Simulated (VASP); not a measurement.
Input for VASP

### INCAR
```
LCHARG=F
SYSTEM=ZnS
LMAXMIX=4
PARAM1=0.1234568
IBRION=2   ! conjugate gradients
LWAVE=F
EDIFFG=-0.02   ! ionic stop
PREC=Accurate
AGGAC=0.0
ALGO=Normal
PARAM2=0.7114
ISIF=3
ISMEAR=0   ! Gaussian
ENCUT=520
EDIFF=1E-6   ! SCF stop (eV)
LUSE_VDW=T
LASPH=T
ZAB_VDW=-1.8867
NSW=60   ! most ionic steps
LREAL=F   ! projection in real space or not
SIGMA=0.05   ! width (eV)
NELM=100   ! most electronic steps
GGA=MK
```

POSCAR:
```
ZnS
1
    1.8920628449    -3.2771489373    -0.0000000000
    1.8920628449     3.2771489373     0.0000000000
    0.0000000000     0.0000000000     6.1960444575
Zn S
2 2
Direct
  0.6666670000   0.3333330000   0.5001341469
  0.3333330000   0.6666670000   0.0001341469
  0.6666670000   0.3333330000   0.8748658531
  0.3333330000   0.6666670000   0.3748658531
```

### KPOINTS
```
K-points
0
G
  6 6 4
0 0 0
```

POTCAR, in this order: Zn S (PBE.64 set). Program: vasp_std.

Write an equivalent input for Quantum ESPRESSO's pw.x.

One equivalent input (not run):
```
&CONTROL
  calculation = 'vc-relax'
  pseudo_dir = './pseudo'
  outdir = './out'
  tprnfor = .true.
  tstress = .true.
  nstep = 60
  forc_conv_thr = 0.00078
/
&SYSTEM
  ibrav = 0
  nat = 4
  ntyp = 2
  ecutwfc = 84
  occupations = 'smearing'
  smearing = 'gaussian'
  degauss = 0.003675
  input_dft = 'vdw-df2-b86r'
/
&ELECTRONS
  conv_thr = 7.3e-08
  electron_maxstep = 100
/
&IONS
/
&CELL
/
ATOMIC_SPECIES
  Zn 65.380 Zn.upf
  S 32.060 S.upf
CELL_PARAMETERS angstrom
     1.8920628   -3.2771489   -0.0000000
     1.8920628    3.2771489    0.0000000
     0.0000000    0.0000000    6.1960445
ATOMIC_POSITIONS crystal
  Zn   0.6666670  0.3333330  0.5001341
  Zn   0.3333330  0.6666670  0.0001341
  S    0.6666670  0.3333330  0.8748659
  S    0.3333330  0.6666670  0.3748659
K_POINTS automatic
  6 6 4 0 0 0
```
The two are equivalent in intent, not identical: the potentials are each code's own (VASP's PAW set, PseudoDojo norm-conserving files in pw.x), so ENCUT and ecutwfc are chosen apart and not converted; conv_thr bounds pw.x's estimated SCF error, while EDIFF bounds the energy change between steps; forc_conv_thr acts on force components and is met together with etot_conv_thr.

The compound is ZnS in the wurtzite structure, the high-temperature form. This run relaxes it. Symmetry was kept, so distortions that lower it aren't found. The start is the result of an earlier pass.
